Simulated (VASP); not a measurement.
Method: PBE GGA, VASP's PBE PAW potentials (set 64) (plane waves; VASP).

VASP ran on this input.

File KPOINTS:
```
Automatic mesh
0
Gamma
11 11 6
0 0 0
```

INCAR:
```
ALGO=Normal
EDIFF=1E-6
ENCUT=400
GGA=PE
ISIF=2
ISMEAR=1
LASPH=T
LCHARG=F
LMAXMIX=6
LREAL=F
LWAVE=F
NBANDS=11
NELM=100
PREC=Accurate
SIGMA=0.1
SYSTEM=Ho
```

**POSCAR**
```
Ho
1
    1.7900000000    -3.1003710000     0.0000000000
    1.7900000000     3.1003710000     0.0000000000
    0.0000000000     0.0000000000     5.6200000000
Ho
2
Direct
  0.3333330000   0.6666670000   0.2500000000
  0.6666670000   0.3333330000   0.7500000000
```

POTCAR, in this order: Ho_3 (PBE.64 set). Program: vasp_std.

What VASP printed:

File OUTCAR:
```
 ion  position               nearest neighbor table
   1  0.333  0.667  0.250-   2 3.49   2 3.49   2 3.49   2 3.49   2 3.49   2 3.49
   2  0.667  0.333  0.750-   1 3.49   1 3.49   1 3.49   1 3.49   1 3.49   1 3.49
  LATTYP: Found a hexagonal cell.
 ALAT       =     3.5800000472
 C/A-ratio  =     1.5698323816
 Subroutine PRICEL returns:
 Original cell was already a primitive cell.
 Subroutine GETGRP returns: Found 24 space group operations
The static configuration has the point symmetry D_3d.
 The point group associated with its full space group is D_6h.
The dynamic configuration has the point symmetry D_3d.
 Subroutine INISYM returns: Found 24 space group operations
 Subroutine IBZKPT returns following result:
 Found     64 irreducible k-points:

 Following reciprocal coordinates:
            Coordinates               Weight
  0.000000  0.000000  0.000000      1.000000
  0.090909  0.000000  0.000000      6.000000
  0.181818  0.000000  0.000000      6.000000
  0.272727  0.000000  0.000000      6.000000
  0.363636  0.000000  0.000000      6.000000
  0.454545  0.000000  0.000000      6.000000
  0.090909  0.090909  0.000000      6.000000
...
```

File OSZICAR:
```
       N       E                     dE             d eps       ncg     rms          rms(c)
DAV:   1     0.489445692359E+02    0.48945E+02   -0.79450E+03  1821   0.128E+03
DAV:   2    -0.491108428250E+01   -0.53856E+02   -0.52727E+02  2043   0.457E+02
DAV:   3    -0.858731166263E+01   -0.36762E+01   -0.34564E+01  2415   0.838E+01
DAV:   4    -0.893659334008E+01   -0.34928E+00   -0.31324E+00  2578   0.131E+01
DAV:   5    -0.900899695857E+01   -0.72404E-01   -0.63019E-01  2525   0.380E+00    0.239E+01
DAV:   6    -0.902071381950E+01   -0.11717E-01   -0.13698E-01  2325   0.291E+00    0.144E+01
DAV:   7    -0.903123573417E+01   -0.10522E-01   -0.65020E-02  2287   0.361E+00    0.326E-01
DAV:   8    -0.903135575120E+01   -0.12002E-03   -0.68395E-03  2088   0.672E-01    0.154E-01
DAV:   9    -0.903145551278E+01   -0.99762E-04   -0.11636E-03  2418   0.283E-01    0.723E-02
DAV:  10    -0.903145493385E+01    0.57893E-06   -0.13005E-04  2256   0.801E-02    0.552E-02
DAV:  11    -0.903145377613E+01    0.11577E-05    0.16957E-05  1330   0.346E-02    0.502E-03
DAV:  12    -0.903145185252E+01    0.19236E-05    0.19941E-05  1280   0.205E-02    0.134E-03
DAV:  13    -0.903145148238E+01    0.37014E-06    0.38831E-06  1280   0.127E-02
   1 F= -.90314515E+01 E0= -.90324379E+01  d E =0.295918E-02
```

### OUTCAR
```
------------------------ aborting loop because EDIFF is reached ----------------------------------------
  FORCE on cell =-STRESS in cart. coord.  units (eV):
  Direction    XX          YY          ZZ          XY          YZ          ZX
  --------------------------------------------------------------------------------------
  Total        0.2274852      0.2274852     -0.1946793      0.0000000     -0.0000000      0.0000000
  in kB        5.8429303      5.8429305     -5.0003161      0.0000000     -0.0000000      0.0000000
  external PRESSURE =       2.2285149 kB  Pullay stress =       0.0000000 kB
  volume of cell :       62.38
      direct lattice vectors                 reciprocal lattice vectors
     1.790000000 -3.100371000  0.000000000     0.279329609 -0.161271022  0.000000000
     1.790000000  3.100371000  0.000000000     0.279329609  0.161271022  0.000000000
     0.000000000  0.000000000  5.620000000     0.000000000  0.000000000  0.177935943
 POSITION                                       TOTAL-FORCE (eV/Angst)
 -----------------------------------------------------------------------------------
      1.79000      1.03346      1.40500        -0.000000     -0.000000      0.000000
      1.79000     -1.03346      4.21500         0.000000      0.000000      0.000000
 -----------------------------------------------------------------------------------
    total drift:                               -0.000002      0.000090     -0.000011
  FREE ENERGIE OF THE ION-ELECTRON SYSTEM (eV)
  ---------------------------------------------------
  free  energy   TOTEN  =        -9.0314514824 eV

  energy  without entropy=       -9.0344106665  energy(sigma->0) =       -9.03243788
```
(Selected blocks of OUTCAR.)

The 4f electrons are frozen in the core of the lanthanide potential, so 4f levels, which can set the real gap, and their magnetism are missing.

The compound is Ho in the hcp structure. The cell was not relaxed at this level. The run is one of a series of settings (NBANDS = 11 against the base run), some of them coarse on purpose.
